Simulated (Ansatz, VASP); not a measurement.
**VMo2 (VMo2 in the C11b ordering): VASP beside Ansatz**

Aim: how closely do two programs agree when they are given the same cell, functional and k mesh? The cell is generated by rule, not measured, and may not be a known phase. The cell is taken from a series of runs on this material, whose earlier steps may have relaxed, scaled, displaced or heated it; both programs get it as it stands.

Method: plane waves, with VASP 6.6.1 beside it; relaxation of cell and atoms at PBE and zone-centre phonons at PBE, in Ansatz 0.2.0.

## Step 1: Set-up

It takes space group I4/mmm (No. 139, tetragonal). Conventional cell: a = 3.103 Å, b = 3.103 Å, c = 9.300 Å, α = 90.00°, β = 90.00°, γ = 90.00°. Nearest to V lie 8 Mo at 2.68 Å. Mo has 4 V at 2.68 Å and 4 Mo at 2.70 Å nearest. Farther neighbours are not listed.

## Step 2: Ansatz: relaxation of cell and atoms, PBE, pair 1

Ansatz runs on its default PAW (the set named soft_2) files.

The relaxed volume is the usual yardstick between codes: in a stiff, nearly cubic crystal its relative difference is about their pressure difference at one cell divided by the bulk modulus.

input.yaml reads:

```yaml
crystal:
  lattice:
    - [3.1034014897, 0.0, 1.6643e-06]
    - [0.0, 3.1034014897, 1.6643e-06]
    - [1.5516982511, 1.5516982511, 4.6501040346]
  atoms:
    - { symbol: V, position: [0.0, 0.0, 0.0] }
    - { symbol: Mo, position: [0.6654219511, 0.6654219511, 0.6691560977] }
    - { symbol: Mo, position: [0.3345780489, 0.3345780489, 0.3308439023] }
kpoints:
  mp_grid: { grid: [10, 10, 10] }
hamiltonian:
  xc: pbe
scf:
  occupations: { method: methfessel_paxton, width: 0.2 }
output:
  forces: true
  stress: true
  eigenvalues: true
relax:
  adjacent_minimum: "off"
  f_tol: 0.001
  max_steps: 60
  cell: { stress_tol: 0.01 }
```

The run is started by

```
> ansatz run input.yaml --threads 4 --pin off --max-ram 8192MiB --backend cpu --events-out ev --progress --plain --runs-dir out
```

Numbers of over 12 decimals in the logs are rounded to 6 here.

The log of the run:

```text
Engine: ansatz 0.2.0, x86_64-unknown-linux-gnu
Pseudopotentials: kind: paw
Pseudopotential: V, paw, valence charge 13, recommended cutoff 420 eV (normal), V.paw.azcp
Pseudopotential: Mo, paw, valence charge 14, recommended cutoff 420 eV (normal), Mo.paw.azcp
Functional definition: PBE
  parameter kappa = 0.804
  parameter beta = 0.066725
  exchange = pbe_x(kappa = kappa, mu = beta*pi^2/3)
  correlation = pbe_c(beta = beta)
Crystal: 3 atoms, lattice volume = 44.786 Å³
Basis set: ecut = 420 eV, 891 PW (Γ), exchange–correlation on 48×48×72 points (8 copies of the dense FFT grid, shifted against one another)
Bands: 25, of which v1, the nominal top of the filled ones, is band 21 counted from 1 (20 counted from 0)
Symmetry: 16 space group operations
Space group: I4/mmm (ITA 139), of the structure as read, at distance tolerance 3.6e-5 Å
k-points: 102 of 1000
Non-local potential: V, projectors of the file, l = 0: 3, l = 1: 2, l = 2: 3, l = 3: 1
Non-local potential: Mo, projectors of the file, l = 0: 3, l = 1: 2, l = 2: 2, l = 3: 1
PAW form: soft (Blöchl's): semilocal exchange-correlation on the pseudo side does not see the compensation charge
PAW one-centre angular grid: V, 590 points (default); XC on 64 Gauss nodes
PAW one-centre angular grid: Mo, 590 points (default); XC on 64 Gauss nodes
Initial density: superposition of atomic densities (neutral atoms: chi_scale 0, normalization atom), corrected by the library's trained network
Initial wavefunctions: pseudopotential atomic-orbital guess
Functional: x = pbe(κ = 0.804, μ = 0.219515), c = pbe(β = 0.066725)
SCF iter   1: F=—  HF=-12824.821186 eV  |F-HF|=—  |Δ(HF+E_count)|=         —  Δρ=3.74e-3  dr2=4.81e-3  ethr=1.77e-3  ⟨swp⟩=4.6  Hψ=8873  notcnv=0
preconditioner: auto → Kerker (q_TF=auto, 2.688 Å⁻¹)  [metal: Δε(μ)=0.004 eV  Ē_g=3.896 eV  σ=0.200 eV  W_gap=0.02  n_scr=10 (ndim 8)  ℏωp=22.9 eV  f_vac=0.000  D(μ)=1.39/eV (n_scr^D=10)]
SCF iter   2: F=—  HF=-12824.823382 eV  |F-HF|=—  |Δ(HF+E_count)|=   2.20e-3  S|Δr|=    0.00e0  Δρ=2.10e-3  dr2=1.60e-3  ethr=1.17e-5  ⟨swp⟩=2.0  Hψ=4126  notcnv=0
SCF iter   3: F=—  HF=-12824.823403 eV  |F-HF|=—  |Δ(HF+E_count)|=   2.14e-5  S|Δr|=    0.00e0  Δρ=2.50e-4  dr2=1.85e-5  ethr=3.91e-6  ⟨swp⟩=1.5  Hψ=2639  notcnv=0
SCF iter   4: F=—  HF=-12824.823401 eV  |F-HF|=—  |Δ(HF+E_count)|=   2.35e-6  S|Δr|=    0.00e0  Δρ=7.76e-5  dr2=1.94e-6  ethr=4.52e-8  ⟨swp⟩=2.7  Hψ=3994  notcnv=0
SCF iter   5: F=-12824.823401 eV  HF=-12824.823401 eV  |F-HF|=3.43e-9  |Δ(HF+E_count)|=   1.40e-7  S|Δr|=    0.00e0  Δρ=1.22e-5  dr2=4.06e-8  ethr=2.44e-10  ⟨swp⟩=3.2  Hψ=9213  notcnv=0
SCF 1 converged in 5 iterations: F = -12824.823401 eV  dr2 = 4.06e-8
  greatest PAW one-centre occupation: 1.000 electrons in one spin orbital (limit 2), on the V atom at site 0 (counted from 0), in its partial waves of l = 0
relax step   1: F+E_penalty+E_count = -12824.82340116 eV  Δ(F+E_penalty+E_count) = +0.000e0 eV  max|allowed force component| = 2.027e-4 eV/Å  Δτ_max = 0.0000 Å  P = -0.001 GPa  Ω = 44.786 Å³  (5 SCF iters, dr2 threshold 1.00e-7 eV, accepted)
[...]
relax step   2: F+E_penalty+E_count = -12824.82340037 eV  Δ(F+E_penalty+E_count) = +7.879e-7 eV  max|allowed force component| = 3.905e-4 eV/Å  Δτ_max = 0.0000 Å  P = +0.001 GPa  Ω = 44.785 Å³  energy of the carried Pulay correction = +1.073e-7 eV  (4 SCF iters, dr2 threshold 9.13e-10 eV, rejected (line search))
[...]
relax step   3: F+E_penalty+E_count = -12824.82340148 eV  Δ(F+E_penalty+E_count) = -3.157e-7 eV  max|allowed force component| = 5.930e-5 eV/Å  Δτ_max = 0.0000 Å  P = +0.000 GPa  Ω = 44.786 Å³  energy of the carried Pulay correction = +3.926e-8 eV  (6 SCF iters, accepted)
[...]
relax step   4: F+E_penalty+E_count = -12824.82340012 eV  Δ(F+E_penalty+E_count) = +1.361e-6 eV  max|allowed force component| = 5.981e-5 eV/Å  Δτ_max = 0.0000 Å  P = +0.000 GPa  Ω = 44.786 Å³  stress off target by 1.69e-4 GPa  SCF on the basis re-selected at this cell (its energy is not comparable with the rows above)  (4 SCF iters)
basis re-selected at this cell: Δ(F+E_penalty+E_count) = +1.361e-6 eV, ΔP = +0.000 GPa vs the last step (what re-selecting the basis moved, of the pressure what is left beyond the Pulay correction that the steps carried, after the strain that the cell walked since its last selection, with what the two solves' SCF thresholds leave and, on support functions, any second-order correction that the steps lacked; it is no m [...]
SCF converged after 4 iterations
Stability not checked: this state was not tested for a lower state beside it, because cold or Methfessel-Paxton smearing, or corrected tetrahedra, fill the levels in a way that the test cannot read (fill_not_monotonic; see scf.lower_state_search)
Free energy (F): -12824.823400 eV
Harris-Foulkes:  -12824.823400 eV  (|F-HF|=0.00e0)
Internal energy: -12824.824981 eV  (E = F + TS)
E sigma→0 (E₀):  -12824.823795 eV
Entropy (-TS):   0.001580 eV (0.527 meV/atom)
Fermi energy:    19.506118 eV
--- Per-component energies (eV) ---
  E_band       = -253.541225
  E_kinetic    = 1218.546849
  E_local      = -2466.317126  (includes V_loc(G=0)·N_el)
  E_nonlocal   = 239.314332
  E_hartree    = 931.929331
  E_xc         = -497.911636
  E_vxc        = -624.050391  (∫ρ·V_xc dr)
  E_paw        = -7514.793661  (= ΣΔE_a)
  E_vpaw       = -484.893853  (= ΣTr[D̂ρ^β])
  E_aug_tail   = 0.000328  (compensation charges beyond the density's cutoff)
  E_ewald      = -4735.593397
  E_smearing   = 0.001580  (= −TS)
  E_closure    = 0.000000  (closes the sum)
  Σ components = -12824.823400   (vs F -12824.823400, Δ=0.00e0)
--- Forces (eV/Å), atoms counted from 1 ---
  atom   1  V     -0.00000000    -0.00000000     0.00000000
  atom   2  Mo    -0.00000000    -0.00000000     0.00005981
  atom   3  Mo     0.00000000     0.00000000    -0.00005981
  max |Σ_I F_I| component: 4.34e-19 eV/Å
--- Stress (GPa, compression-positive) ---
        0.000169       0.000000       0.000000
        0.000000       0.000169       0.000000
        0.000000       0.000000       0.000106
  P = ⅓ Tr σ = 0.0001 GPa (0.001 kbar)
--- Band table (eV; the first three rows and the last of 102) ---
  k-point 0: bands = [... 17 lower, 18.9084, 18.9084, 18.9342, 20.7069, 20.7069, 20.7152, 20.7152, 21.5342]
  k-point 1: bands = [... 17 lower, 18.8901, 18.8901, 18.9736, 20.1875, 20.1875, 21.3336, 21.3336, 21.4448]
  k-point 2: bands = [... 17 lower, 18.8391, 18.8391, 19.0909, 19.7830, 19.7830, 21.1297, 21.1471, 21.6659]
  k-point 101: bands = [... 17 lower, 17.7782, 17.8888, 19.8519, 20.4690, 21.4932, 21.6222, 21.7880, 22.4370]
--- Relaxed structure (3 steps of the walk, 2 accepted, 1 SCFs on fresh bases) ---
  F+E_penalty+E_count = -12824.82340012 eV   max|allowed force component| = 5.981e-5 eV/Å   (the final SCF, on the basis selected at the relaxed cell)
  cell:  # Å, volume = 44.7855 Å³
    - [3.103503, -4.462788387385499e-13, 1.664348471960009e-6]
    - [-4.462788387385435e-13, 3.103503, 1.6643484719599978e-6]
    - [1.551749, 1.551749, 4.649790]
  atoms:
    - { symbol: V, position: [0, 0, 0] }
    - { symbol: Mo, position: [0.665421, 0.665421, 0.669157] }
    - { symbol: Mo, position: [0.334579, 0.334579, 0.330843] }
```

Reading the cycles: dr2 is the Hartree energy of the density residual (eV), the measure of convergence; HF is the Harris–Foulkes estimate of the energy, which meets the free energy F at convergence.

## Step 3: VASP: relaxation of cell and atoms, PBE, pair 1

The same cell, functional, mesh and smearing now go to VASP, with its own data sets.

Lines of VASP's logs that name or quote its potential files are left out, and so is its time.

INCAR reads:

```
SYSTEM = VMo2
PREC = Accurate
ENCUT = 500
EDIFF = 1E-07
NELM = 120
ISMEAR = 1
SIGMA = 0.2
LREAL = .FALSE.
ALGO = Normal
GGA = PE
NBANDS = 26
LASPH = .TRUE.
LORBIT = 11
LWAVE = .FALSE.
LCHARG = .FALSE.
ISIF = 3
IBRION = 2
NSW = 80
EDIFFG = -0.005
GGA_COMPAT = .FALSE.
NELMIN = 4
KPAR = 2
```

POSCAR reads:

```
VMo2
1.0
    3.1034010000      0.0000000000      0.0000020000
    0.0000000000      3.1034010000      0.0000020000
    1.5516980000      1.5516980000      4.6501040000
V Mo
1 2
Direct
    0.0000000000      0.0000000000      0.0000000000
    0.6654221796      0.6654221796      0.6691560744
    0.3345781426      0.3345781426      0.3308439256
```

KPOINTS reads:

```
Automatic mesh
0
Gamma
10 10 10
0 0 0
```

The projector-augmented-wave data sets are V_sv and Mo_sv (PBE family, release 64).

The run is started by

```
> mpirun -np 2 vasp_std
```

The log of the run:

```text
[banner, memory and clock lines left out]
running    2 mpi-ranks, on    1 nodes
 distrk:  each k-point on    1 cores,    2 groups
 distr:  one band on    1 cores,    1 groups

 POSCAR found type information on POSCAR V Mo
 POSCAR found :  2 types and       3 ions
 LDA part: xc-table for (Slater+PW92), standard interpolation
 POSCAR, INCAR and KPOINTS ok, starting setup
 FFT: planning ... GRIDC
 FFT: planning ... GRID_SOFT
 FFT: planning ... GRID
 WAVECAR not read
 entering main loop
       N       E                     dE             d eps       ncg     rms          rms(c)
DAV:   1     0.496869285148E+03    0.49687E+03   -0.23659E+04  5304   0.166E+03
DAV:   2    -0.126309840312E+02   -0.50950E+03   -0.50143E+03  5446   0.536E+02
DAV:   3    -0.340182119699E+02   -0.21387E+02   -0.20704E+02  6968   0.105E+02
DAV:   4    -0.344085358905E+02   -0.39032E+00   -0.38837E+00  6212   0.132E+01
DAV:   5    -0.344138803036E+02   -0.53444E-02   -0.53354E-02  6924   0.166E+00    0.274E+01
DAV:   6    -0.368578973103E+02   -0.24440E+01   -0.69210E+01  7318   0.484E+01    0.260E+01
DAV:   7    -0.322281248594E+02    0.46298E+01   -0.72654E+01  7656   0.472E+01    0.986E+00
DAV:   8    -0.314016680330E+02    0.82646E+00   -0.42325E+00  6774   0.122E+01    0.447E+00
DAV:   9    -0.312868564137E+02    0.11481E+00   -0.26007E-01  6930   0.278E+00    0.279E+00
DAV:  10    -0.312411670149E+02    0.45689E-01   -0.65300E-01  7010   0.503E+00    0.154E+00
DAV:  11    -0.312307458611E+02    0.10421E-01   -0.38512E-02  6506   0.155E+00    0.483E-01
DAV:  12    -0.312292148689E+02    0.15310E-02   -0.93062E-03  7218   0.596E-01    0.305E-02
DAV:  13    -0.312292142643E+02    0.60459E-06   -0.10761E-04  6170   0.814E-02    0.173E-02
DAV:  14    -0.312292129200E+02    0.13442E-05   -0.10998E-05  6474   0.224E-02    0.502E-03
DAV:  15    -0.312292124267E+02    0.49337E-06   -0.29520E-06  6836   0.977E-03    0.374E-03
DAV:  16    -0.312292123679E+02    0.58755E-07   -0.70222E-07  5956   0.577E-03
   1 F= -.31229212E+02 E0= -.31229785E+02  d E =-.312292E+02
 curvature:   0.00 expect dE= 0.000E+00 dE for cont linesearch  0.000E+00
 trial: gam= 0.00000 g(F)=  0.101E-04 g(S)=  0.672E-03 ort = 0.000E+00 (trialstep = 0.100E+01)
 search vector abs. value=  0.682E-03
 bond charge predicted
       N       E                     dE             d eps       ncg     rms          rms(c)
DAV:   1    -0.312477356462E+02   -0.18523E-01   -0.49581E-01  5380   0.735E+00    0.150E+00
DAV:   2    -0.312447501855E+02    0.29855E-02   -0.20526E-01  6992   0.314E+00    0.120E+00
DAV:   3    -0.312335751904E+02    0.11175E-01   -0.21431E-01  7300   0.236E+00    0.724E-01
DAV:   4    -0.312287390011E+02    0.48362E-02   -0.31680E-02  7078   0.107E+00    0.212E-01
DAV:   5    -0.312288144851E+02   -0.75484E-04   -0.52413E-04  5632   0.205E-01    0.761E-02
DAV:   6    -0.312287780433E+02    0.36442E-04   -0.36945E-04  5720   0.163E-01    0.322E-02
DAV:   7    -0.312287739937E+02    0.40496E-05   -0.21543E-05  6046   0.417E-02    0.257E-03
DAV:   8    -0.312287742707E+02   -0.27705E-06   -0.28758E-07  5670   0.390E-03    0.782E-04
DAV:   9    -0.312287743370E+02   -0.66288E-07   -0.15999E-08  3102   0.125E-03
   2 F= -.31228774E+02 E0= -.31229307E+02  d E =0.438031E-03
 trial-energy change:    0.000438  1 .order    0.000429   -0.000682    0.001541
 step:   0.3019(harm=  0.3069)  dis= 0.00015  next Energy=   -31.229315 (dE=-0.103E-03)
 bond charge predicted
       N       E                     dE             d eps       ncg     rms          rms(c)
DAV:   1    -0.312385090391E+02   -0.97348E-02   -0.24045E-01  5354   0.511E+00    0.106E+00
DAV:   2    -0.312364823689E+02    0.20267E-02   -0.93744E-02  6890   0.214E+00    0.824E-01
DAV:   3    -0.312319247176E+02    0.45577E-02   -0.10617E-01  7364   0.166E+00    0.524E-01
DAV:   4    -0.312292705165E+02    0.26542E-02   -0.15106E-02  6954   0.738E-01    0.151E-01
DAV:   5    -0.312293188019E+02   -0.48285E-04   -0.22677E-04  6558   0.953E-02    0.205E-02
DAV:   6    -0.312293130254E+02    0.57764E-05   -0.70830E-05  6188   0.539E-02    0.115E-02
DAV:   7    -0.312293129847E+02    0.40676E-07   -0.27927E-06  6588   0.141E-02    0.208E-03
DAV:   8    -0.312293131376E+02   -0.15285E-06   -0.93784E-08  3462   0.208E-03    0.690E-04
DAV:   9    -0.312293130101E+02    0.12748E-06   -0.13782E-08  2916   0.104E-03    0.214E-04
DAV:  10    -0.312293130179E+02   -0.77707E-08   -0.32515E-09  2856   0.501E-04
   3 F= -.31229313E+02 E0= -.31229873E+02  d E =-.100650E-03
 curvature:  -0.15 expect dE=-0.723E-07 dE for cont linesearch -0.174E-10
 trial: gam= 0.00110 g(F)=  0.157E-06 g(S)=  0.315E-06 ort =-0.278E-06 (trialstep = 0.860E+00)
 search vector abs. value=  0.472E-06
 reached required accuracy - stopping structural energy minimisation
```

OUTCAR, selected parts (step 3):

```text
ion  position               nearest neighbor table
   1  0.000  0.000  0.000-   2 2.68   3 2.68   3 2.68   3 2.68   2 2.68   2 2.68   3 2.68   2 2.68
                             3 3.11   2 3.11
   2  0.665  0.665  0.669-   1 2.68   1 2.68   1 2.68   1 2.68   3 2.70   3 2.70   3 2.70   3 2.70
                             3 3.08   1 3.11
   3  0.335  0.335  0.331-   1 2.68   1 2.68   1 2.68   1 2.68   2 2.70   2 2.70   2 2.70   2 2.70
                             2 3.08   1 3.11

  LATTYP: Found a body centered tetragonal cell.
 ALAT       =     3.1034010000
 C/A-ratio  =     2.9967780509

 Subroutine GETGRP returns: Found 16 space group operations
 (whereof 16 operations were pure point group operations)

The static configuration has the point symmetry D_4h.

 Found    102 irreducible k-points:

   k-points           NKPTS =    102   k-points in BZ     NKDIM =    102   number of bands    NBANDS=     26

   dimension x,y,z NGX =    24 NGY =   24 NGZ =   40
   dimension x,y,z NGXF=    48 NGYF=   48 NGZF=   80

   ENCUT  =  500.0 eV  36.75 Ry    6.06 a.u.   5.66  5.66  9.37*2*pi/ulx,y,z

   NELECT =      41.0000    total number of electrons

 k-points in reciprocal lattice and weights: Automatic mesh
   0.00000000  0.00000000  0.00000000       0.001
   0.10000000 -0.00000000  0.00000000       0.008
   0.20000000 -0.00000000  0.00000000       0.008
   0.30000000 -0.00000000 -0.00000000       0.008
   0.40000000 -0.00000000 -0.00000000       0.008
   0.50000000  0.00000000 -0.00000000       0.004
   0.10000000  0.10000000  0.00000000       0.008
   0.20000000  0.10000000  0.00000000       0.016
   0.30000000  0.10000000  0.00000000       0.016
[...]
-0.10000000 -0.10000000  0.40000000       0.004
   0.00000000  0.00000000  0.50000000       0.001

 average (electrostatic) potential at core
       1 -68.9077       2 -69.8064       3 -69.8064

 E-fermi :  11.4848

 k-point     1 :       0.0000    0.0000    0.0000
  band No.  band energies     occupation
    ...
     16       8.7425      2.00000
     17       8.8688      2.00000
     18      10.8899      2.00022
     19      10.8899      2.00022
     20      10.9161      2.00044
     21      12.6797     -0.00000
     22      12.6797     -0.00000
     23      12.6921     -0.00000
     24      12.6921     -0.00000
     25      13.5085     -0.00000
    ...

 k-point     2 :       0.1000   -0.0000    0.0000
  band No.  band energies     occupation
    ...
     16       8.7172      2.00000
     17       9.0308      2.00000
     18      10.8305      2.00004
     19      10.8703      2.00012
     20      11.0135      2.00429
     21      11.8454     -0.02862
     22      12.3328     -0.00000
     23      12.3779     -0.00000
     24      12.7538     -0.00000
     25      13.2902     -0.00000
    ...

 k-point     3 :       0.2000   -0.0000    0.0000
  band No.  band energies     occupation
    ...
     16       8.5528      2.00000
     17       9.6789      2.00000
     18      10.5806      2.00000
     19      10.6780      2.00000
     20      10.8255      2.00003
     21      11.5601      0.41014
     22      11.7512     -0.06787
     23      12.2877     -0.00000
     24      12.5251     -0.00000
     25      12.7336     -0.00000
    ...

  Total        0.0014296      0.0014296     -0.0039344     -0.0000000      0.0000000      0.0000000
  in kB        0.0510549      0.0510549     -0.1405086     -0.0000000      0.0000001      0.0000001
  external PRESSURE =      -0.0127996 kB  Pullay stress =       0.0000000 kB

  energy-cutoff  :      500.00
  volume of cell :       44.86
      direct lattice vectors                 reciprocal lattice vectors
     3.105222439  0.000000000  0.000002001     0.322038190  0.000000069 -0.107465851
     0.000000000  3.105222439  0.000002001     0.000000069  0.322038190 -0.107465851
     1.552608718  1.552608718  4.652635272    -0.000000139 -0.000000139  0.214932049

 POSITION                                       TOTAL-FORCE (eV/Angst)
 -----------------------------------------------------------------------------------
      0.00000      0.00000      0.00000         0.000000      0.000000      0.000000
      3.10522      3.10522      3.11349        -0.000000     -0.000000      0.001275
      1.55261      1.55261      1.53915         0.000000      0.000000     -0.001275
 -----------------------------------------------------------------------------------
    total drift:                               -0.001689     -0.001689     -0.000000

  FREE ENERGIE OF THE ION-ELECTRON SYSTEM (eV)
  ---------------------------------------------------
  free  energy   TOTEN  =       -31.2293130179 eV

  energy  without entropy=      -31.2309939747  energy(sigma->0) =      -31.22987334

 reached required accuracy - stopping structural energy minimisation

 total charge
# of ion       s       p       d       tot
------------------------------------------
    1        2.330   6.231   3.041  11.602
    2        2.386   6.194   3.952  12.532
    3        2.386   6.194   3.952  12.532
--------------------------------------------------
tot          7.101  18.618  10.945  36.665

[... 3 further parts left out ...]
```

This run has no spin polarisation, so a moment on V, if there is one, isn't seen. Its electron count is odd, so without a moment it is a metal by construction.

## Step 4: Comparison

Known differences besides the potentials themselves: the cutoff is 420 eV in Ansatz and 500 eV in VASP; Ansatz adds a Pulay correction to the stress that steers its cell, VASP none. Total energies have different zeros and are not compared.

Both answers:

| quantity | Ansatz | VASP | difference |
| --- | --- | --- | --- |
| volume (Å³) | 44.79 | 44.86 | -0.17 % |
| edge a after relaxation, in the typed setting (Å) | 3.103 | 3.105 | -0.05 % |
| edge c after relaxation, in the typed setting (Å) | 5.142 | 5.145 | -0.06 % |

[end of part 1 of 2]

[Lines on the potential files, build, host, timing and source positions are cut from VASP's logs without a mark.]

[Logs are printed without paths, hosts, clocks, repeated set-up lines and the standing remarks that a program may print on its own settings, such as how far it seeks lower states.]

[Hosts, paths, dates, database ids (printed as entryN), source tags and the programs' standing remarks are cut or masked in the printed files.]
